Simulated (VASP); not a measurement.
# WSe2: the band gap, functional by functional

Aim: the gap of WSe2 on one structure at many levels of theory. The starting structure is a measured crystal structure from the Crystallography Open Database. The atoms were first relaxed with LDA in that cell, in a run that isn't shown, and the relaxed structure is the one below. Meshes and data sets differ where the inputs say so.

Method: Kohn-Sham DFT with plane waves and PAW; LDA, PBE, r2SCAN, TB-mBJ, LDA + spin-orbit coupling, r2SCAN + spin-orbit coupling, TB-mBJ + spin-orbit coupling and HSE06, in VASP 6.6.1.

## Step 1: The starting structure

It takes space group P6_3/mmc (No. 194, hexagonal). The conventional cell has a = 3.282 Å, b = 3.282 Å, c = 12.960 Å, α = 90.00°, β = 90.00°, γ = 120.00°. Nearest to W lie 6 Se at 2.52 Å. Nearest to Se lie 3 W at 2.52 Å. Farther neighbours and most contacts between anions are not listed.

As a file:

```xyz
6
Lattice="3.2820 0.0000 0.0000 -1.6410 2.8423 0.0000 0.0000 0.0000 12.9600" Properties=species:S:1:pos:R:3 pbc="T T T"
W     1.6410    0.9474    9.7200
W     0.0000    1.8949    3.2400
Se    1.6410    0.9474    4.8968
Se    0.0000    1.8949   11.3768
Se    1.6410    0.9474    1.5832
Se    0.0000    1.8949    8.0632
```

## Step 2: Bands with LDA

LDA, the lowest rung, knows the local density alone.

Input file INCAR:

```
SYSTEM = WSe2
PREC = Accurate
ENCUT = 350
EDIFF = 1E-06
NELM = 100
ISMEAR = 0
SIGMA = 0.03
LREAL = .FALSE.
ALGO = Normal
GGA = CA
NBANDS = 34
LASPH = .TRUE.
LORBIT = 11
LWAVE = .FALSE.
LCHARG = .FALSE.
KPAR = 8
```

Input file POSCAR:

```
WSe2
1.0
    3.2820000000      0.0000000000      0.0000000000
   -1.6410000000      2.8422953752      0.0000000000
    0.0000000000      0.0000000000     12.9600000000
W Se
2 4
Direct
    0.6666666667      0.3333333333      0.7500000000
    0.3333333333      0.6666666667      0.2500000000
    0.6666666667      0.3333333333      0.3778424535
    0.3333333333      0.6666666667      0.8778424535
    0.6666666667      0.3333333333      0.1221575465
    0.3333333333      0.6666666667      0.6221575465
```

Input file KPOINTS:

```
Automatic mesh
0
Gamma
9 9 2
0 0 0
```

Input file KPOINTS_OPT:

```
Line mode
8
Line-mode
Reciprocal
  0.00000000   0.00000000   0.00000000 GAMMA
  0.50000000   0.00000000   0.00000000 M

  0.50000000   0.00000000   0.00000000 M
  0.33333333   0.33333333   0.00000000 K

  0.33333333   0.33333333   0.00000000 K
  0.00000000   0.00000000   0.00000000 GAMMA

  0.00000000   0.00000000   0.00000000 GAMMA
  0.00000000   0.00000000   0.50000000 A

  0.00000000   0.00000000   0.50000000 A
  0.50000000   0.00000000   0.50000000 L

  0.50000000   0.00000000   0.50000000 L
  0.33333333   0.33333333   0.50000000 H

  0.33333333   0.33333333   0.50000000 H
  0.00000000   0.00000000   0.50000000 A

  0.50000000   0.00000000   0.50000000 L
  0.50000000   0.00000000   0.00000000 M

  0.33333333   0.33333333   0.00000000 K
  0.33333333   0.33333333   0.50000000 H
```

The projector-augmented-wave data sets are W and Se (LDA family, release 64).

Started as:

```console
$ mpirun -np 8 vasp_std
```

What it wrote:

```text
[banner, memory and clock lines left out]
running    8 mpi-ranks, on    1 nodes
 distrk:  each k-point on    1 cores,    8 groups
 distr:  one band on    1 cores,    1 groups

 POSCAR found type information on POSCAR W Se
 POSCAR found :  2 types and       6 ions
|                                                                             |
|           W    W    AA    RRRRR   N    N  II  N    N   GGGG   !!!           |
|           W    W   A  A   R    R  NN   N  II  NN   N  G    G  !!!           |
|           W    W  A    A  R    R  N N  N  II  N N  N  G       !!!           |
|           W WW W  AAAAAA  RRRRR   N  N N  II  N  N N  G  GGG   !            |
|           WW  WW  A    A  R   R   N   NN  II  N   NN  G    G                |
|           W    W  A    A  R    R  N    N  II  N    N   GGGG   !!!           |
|                                                                             |
|     For optimal performance we recommend to set                             |
|       NCORE = 2 up to number-of-cores-per-socket                            |
|     NCORE specifies how many cores store one orbital (NPAR=cpu/NCORE).      |
|     This setting can greatly improve the performance of VASP for DFT.       |
|     The default, NCORE=1 might be grossly inefficient on modern             |
|     multi-core architectures or massively parallel machines. Do your        |
|     Unfortunately you need to use the default for GW and RPA                |
|     calculations (for HF NCORE is supported but not extensively tested      |
|     yet).                                                                   |
|                                                                             |

 LDA part: xc-table for (Slater(with rela. corr.)+CA(PZ))
 , standard interpolation
 POSCAR, INCAR and KPOINTS ok, starting setup
 FFT: planning ... GRIDC
 FFT: planning ... GRID_SOFT
 FFT: planning ... GRID
 WAVECAR not read
 entering main loop
       N       E                     dE             d eps       ncg     rms          rms(c)
DAV:   1     0.116035294913E+03    0.11604E+03   -0.11882E+04  1632   0.669E+02
DAV:   2    -0.416578421393E+02   -0.15769E+03   -0.14797E+03  2080   0.167E+02
DAV:   3    -0.506158878566E+02   -0.89580E+01   -0.88519E+01  2052   0.393E+01
DAV:   4    -0.506917725866E+02   -0.75885E-01   -0.75816E-01  2016   0.397E+00
DAV:   5    -0.506923198505E+02   -0.54726E-03   -0.54715E-03  2038   0.323E-01    0.326E+01
DAV:   6    -0.490755848645E+02    0.16167E+01   -0.30484E+00  2160   0.886E+00    0.126E+01
DAV:   7    -0.488256515142E+02    0.24993E+00   -0.16895E+00  1820   0.709E+00    0.768E+00
DAV:   8    -0.486341338261E+02    0.19152E+00   -0.25704E-01  1988   0.311E+00    0.708E-01
DAV:   9    -0.486348987668E+02   -0.76494E-03   -0.49449E-02  1888   0.100E+00    0.390E-01
DAV:  10    -0.486339814860E+02    0.91728E-03   -0.29081E-03  1944   0.224E-01    0.194E-01
DAV:  11    -0.486337992021E+02    0.18228E-03   -0.34593E-04  1752   0.854E-02    0.191E-01
DAV:  12    -0.486337259126E+02    0.73290E-04   -0.22842E-04  1966   0.649E-02    0.491E-02
DAV:  13    -0.486337269618E+02   -0.10492E-05   -0.16231E-05  1822   0.167E-02    0.186E-02
DAV:  14    -0.486337263591E+02    0.60273E-06   -0.24734E-06  1736   0.686E-03
   1 F= -.48633726E+02 E0= -.48633726E+02  d E =-.344726E-11
 Start KPOINTS_OPT (optional k-point list driver)
k-point batch [1-24\72]
       N       E                     dE             ncg
DAV:   1     0.372390074571E+04   -0.14317E+05     1632
DAV:   2    -0.161559841951E+02   -0.37401E+04     2082
DAV:   3    -0.230413639469E+03   -0.21426E+03     1962
DAV:   4    -0.232196618851E+03   -0.17830E+01     2032
DAV:   5    -0.232210465539E+03   -0.13847E-01     2010
DAV:   6    -0.232210649753E+03   -0.18421E-03     2072
DAV:   7    -0.232210652661E+03   -0.29076E-05     1734
DAV:   8    -0.232210652791E+03   -0.13066E-06     1510
[...]
k-point batch [49-72\72]
       N       E                     dE             ncg
DAV:   1     0.356130981355E+04   -0.19588E+05     1632
DAV:   2    -0.938733850112E+02   -0.36552E+04     2064
DAV:   3    -0.306949950216E+03   -0.21308E+03     1962
DAV:   4    -0.308736882350E+03   -0.17869E+01     1890
DAV:   5    -0.308750297798E+03   -0.13415E-01     1988
DAV:   6    -0.308750463922E+03   -0.16612E-03     1960
DAV:   7    -0.308750466037E+03   -0.21149E-05     1666
DAV:   8    -0.308750466162E+03   -0.12528E-06     1408
```

The job ended after 23 s (8 MPI ranks of Intel Xeon Platinum 8375C at 2.90GHz (Ice Lake), shared host; peak memory 1.7 GiB; 2.9 min of CPU time).

The logs omit lines about the potential files and the build; timing stands in the text.

Parts of OUTCAR (step 2):

```text
ion  position               nearest neighbor table
   1  0.667  0.333  0.750-   4 2.52   6 2.52   4 2.52   6 2.52   4 2.52   6 2.52
   2  0.333  0.667  0.250-   3 2.52   5 2.52   3 2.52   5 2.52   3 2.52   5 2.52
   3  0.667  0.333  0.378-   2 2.52   2 2.52   2 2.52
   4  0.333  0.667  0.878-   1 2.52   1 2.52   1 2.52
   5  0.667  0.333  0.122-   2 2.52   2 2.52   2 2.52
   6  0.333  0.667  0.622-   1 2.52   1 2.52   1 2.52

  LATTYP: Found a hexagonal cell.
 ALAT       =     3.2820000000
 C/A-ratio  =     3.9488117002

 Subroutine GETGRP returns: Found 24 space group operations
 (whereof 12 operations were pure point group operations)

The static configuration has the point symmetry D_3d.
 The point group associated with its full space group is D_6h.

 Found     24 irreducible k-points:

   k-points           NKPTS =     24   k-points in BZ     NKDIM =     24   number of bands    NBANDS=     34

   dimension x,y,z NGX =    20 NGY =   20 NGZ =   80
   dimension x,y,z NGXF=    40 NGYF=   40 NGZF=  160

   ENCUT  =  350.0 eV  25.72 Ry    5.07 a.u.   5.01  5.01 19.77*2*pi/ulx,y,z

   NELECT =      36.0000    total number of electrons

 k-points in reciprocal lattice and weights: Automatic mesh
   0.00000000  0.00000000  0.00000000       0.006
   0.11111111  0.00000000  0.00000000       0.037
   0.22222222  0.00000000  0.00000000       0.037
   0.33333333  0.00000000  0.00000000       0.037
   0.44444444  0.00000000  0.00000000       0.037
   0.11111111  0.11111111  0.00000000       0.037
   0.22222222  0.11111111  0.00000000       0.074
   0.33333333  0.11111111  0.00000000       0.074
   0.44444444  0.11111111  0.00000000       0.037
[...]
0.33333333  0.22222222  0.50000000       0.074
   0.33333333  0.33333333  0.50000000       0.012

 average (electrostatic) potential at core
       1 -40.9146       2 -40.9146       3 -59.2325       4 -59.2325       5 -59.2325
       6 -59.2325

 E-fermi :   5.5204

 k-point     1 :       0.0000    0.0000    0.0000
  band No.  band energies     occupation
    ...
     14       3.8043      2.00000
     15       3.8043      2.00000
     16       4.2476      2.00000
     17       4.3561      2.00000
     18       5.3959      2.00000
     19       8.0383      0.00000
     20       8.0383      0.00000
     21       8.0862      0.00000
     22       8.0862      0.00000
     23       8.1746      0.00000
    ...

 k-point     2 :       0.1111    0.0000    0.0000
  band No.  band energies     occupation
    ...
     14       3.5066      2.00000
     15       3.7145      2.00000
     16       4.2826      2.00000
     17       4.5627      2.00000
     18       5.0824      2.00000
     19       7.5362      0.00000
     20       7.6947      0.00000
     21       7.8232      0.00000
     22       7.8920      0.00000
     23       7.9128      0.00000
    ...

 k-point     3 :       0.2222    0.0000    0.0000
  band No.  band energies     occupation
    ...
     14       3.2629      2.00000
     15       3.3048      2.00000
     16       4.0887      2.00000
     17       4.1350      2.00000
     18       4.2928      2.00000
     19       6.7261      0.00000
     20       7.4625      0.00000
     21       7.5634      0.00000
     22       7.6599      0.00000
     23       7.7190      0.00000
    ...

  Total       -1.9891006     -1.9891006     -0.6083108     -0.0000000     -0.0000000      0.0000000
  in kB      -26.3605550    -26.3605550     -8.0616380     -0.0000000     -0.0000000      0.0000000
  external PRESSURE =     -20.2609160 kB  Pullay stress =       0.0000000 kB

  energy-cutoff  :      350.00
  volume of cell :      120.90
      direct lattice vectors                 reciprocal lattice vectors
     3.282000000  0.000000000  0.000000000     0.304692261  0.175914159  0.000000000
    -1.641000000  2.842295375  0.000000000     0.000000000  0.351828318  0.000000000
     0.000000000  0.000000000 12.960000000     0.000000000  0.000000000  0.077160494

 POSITION                                       TOTAL-FORCE (eV/Angst)
 -----------------------------------------------------------------------------------
      1.64100      0.94743      9.72000        -0.000000      0.000000      0.000000
     -0.00000      1.89486      3.24000         0.000000     -0.000000      0.000000
      1.64100      0.94743      4.89684        -0.000000     -0.000000     -0.000803
     -0.00000      1.89486     11.37684        -0.000000      0.000000     -0.000803
      1.64100      0.94743      1.58316         0.000000     -0.000000      0.000803
     -0.00000      1.89486      8.06316        -0.000000      0.000000      0.000803
 -----------------------------------------------------------------------------------
    total drift:                               -0.000000      0.000000     -0.000000

  FREE ENERGIE OF THE ION-ELECTRON SYSTEM (eV)
  ---------------------------------------------------
  free  energy   TOTEN  =       -48.6337263591 eV

  energy  without entropy=      -48.6337263591  energy(sigma->0) =      -48.63372636

 total charge
# of ion       s       p       d       tot
------------------------------------------
    1        0.543   0.628   4.257   5.429
    2        0.543   0.628   4.257   5.429
    3        1.479   2.355   0.073   3.907
    4        1.479   2.355   0.073   3.907
    5        1.479   2.355   0.073   3.907
    6        1.479   2.355   0.073   3.907
--------------------------------------------------
tot          7.004  10.677   8.805  26.486

[... 3 further parts left out ...]
```

Spin-orbit coupling is off here; with elements this heavy it can split and shift levels by tenths of an eV. At this level the cell is under a tension of 2.0 GPa, so at these settings it is away from equilibrium. The data set W keeps the semicore shell frozen, which is cheaper and a little less accurate.

LDA gives a least gap of 0.915 eV, and a least direct gap of 1.504 eV.

## Step 3: Bands with PBE

PBE, the usual starting point, adds the gradient of the density.

Edit INCAR of step 2 so:

```diff
@@ -9,3 +9,3 @@
 ALGO = Normal
-GGA = CA
+GGA = PE
 NBANDS = 34
```

POSCAR is that of step 2.

KPOINTS is that of step 2.

KPOINTS_OPT is that of step 2.

The projector-augmented-wave data sets are W and Se (PBE family, release 64).

Started as:

```console
$ mpirun -np 8 vasp_std
```

What it wrote:

```text
[banner, memory and clock lines left out]
running    8 mpi-ranks, on    1 nodes
[...]
[... a notice as in an earlier step ...]

 LDA part: xc-table for (Slater+PW92), standard interpolation
 POSCAR, INCAR and KPOINTS ok, starting setup
[...]
entering main loop
       N       E                     dE             d eps       ncg     rms          rms(c)
DAV:   1     0.124299794075E+03    0.12430E+03   -0.11883E+04  1632   0.671E+02
DAV:   2    -0.357308705617E+02   -0.16003E+03   -0.14986E+03  2066   0.175E+02
DAV:   3    -0.450845141929E+02   -0.93536E+01   -0.92361E+01  2096   0.422E+01
DAV:   4    -0.451674724286E+02   -0.82958E-01   -0.82865E-01  2024   0.439E+00
[...]
DAV:  13    -0.432021348508E+02   -0.27983E-05   -0.11573E-05  2070   0.146E-02    0.209E-02
DAV:  14    -0.432021367748E+02   -0.19241E-05   -0.36874E-06  1838   0.835E-03    0.339E-03
DAV:  15    -0.432021370391E+02   -0.26424E-06   -0.34754E-07  1316   0.268E-03
   1 F= -.43202137E+02 E0= -.43202137E+02  d E =-.408400E-19
 Start KPOINTS_OPT (optional k-point list driver)
k-point batch [1-24\72]
       N       E                     dE             ncg
DAV:   1     0.379096282306E+04   -0.14250E+05     1632
DAV:   2    -0.197596455377E+02   -0.38107E+04     2080
DAV:   3    -0.242759965999E+03   -0.22300E+03     1994
DAV:   4    -0.244710369244E+03   -0.19504E+01     2048
DAV:   5    -0.244726729118E+03   -0.16360E-01     2052
DAV:   6    -0.244726941100E+03   -0.21198E-03     2086
DAV:   7    -0.244726944572E+03   -0.34729E-05     1866
DAV:   8    -0.244726944699E+03   -0.12640E-06     1402
[...]
k-point batch [49-72\72]
       N       E                     dE             ncg
DAV:   1     0.361821300887E+04   -0.19531E+05     1632
DAV:   2    -0.100398532274E+03   -0.37186E+04     2056
DAV:   3    -0.320859663626E+03   -0.22046E+03     2004
DAV:   4    -0.322751590852E+03   -0.18919E+01     1982
DAV:   5    -0.322766312970E+03   -0.14722E-01     2024
DAV:   6    -0.322766486678E+03   -0.17371E-03     2018
DAV:   7    -0.322766488822E+03   -0.21439E-05     1680
DAV:   8    -0.322766488954E+03   -0.13173E-06     1410
```

Wall time 26 s (8 MPI ranks); peak memory 1.9 GiB.

OUTCAR, selected parts (step 3):

```text
  Total        3.4772906      3.4772906      5.2032154      0.0000000     -0.0000000      0.0000000
  in kB       46.0827920     46.0827920     68.9556100      0.0000000     -0.0000000      0.0000000
  external PRESSURE =      53.7070647 kB  Pullay stress =       0.0000000 kB

 POSITION                                       TOTAL-FORCE (eV/Angst)
 -----------------------------------------------------------------------------------
      1.64100      0.94743      9.72000        -0.000000     -0.000000     -0.000000
     -0.00000      1.89486      3.24000        -0.000000     -0.000000     -0.000000
      1.64100      0.94743      4.89684         0.000000     -0.000000      0.492242
     -0.00000      1.89486     11.37684        -0.000000      0.000000      0.492242
      1.64100      0.94743      1.58316        -0.000000      0.000000     -0.492242
     -0.00000      1.89486      8.06316         0.000000      0.000000     -0.492242
 -----------------------------------------------------------------------------------
    total drift:                               -0.000000      0.000000     -0.000000

  FREE ENERGIE OF THE ION-ELECTRON SYSTEM (eV)
  ---------------------------------------------------
  free  energy   TOTEN  =       -43.2021370391 eV

  energy  without entropy=      -43.2021370391  energy(sigma->0) =      -43.20213704

[... 2 parts as in an earlier step ...]

[... 1 further part left out ...]
[key lines of the parts left out:]
E-fermi :   5.5672
```

PBE gives a least gap of 0.977 eV, and a least direct gap of 1.509 eV. The least gap is +0.062 eV from that of LDA.

(Part 1 of 3 ends here.)

[Lines on the potential files, build, host, timing and source positions are cut from VASP's logs without a mark.]

[Logs are printed without paths, hosts, clocks, repeated set-up lines and the standing remarks that a program may print on its own settings, such as how far it seeks lower states.]

[Hosts, paths, dates, database ids (printed as entryN), source tags and the programs' standing remarks are cut or masked in the printed files.]
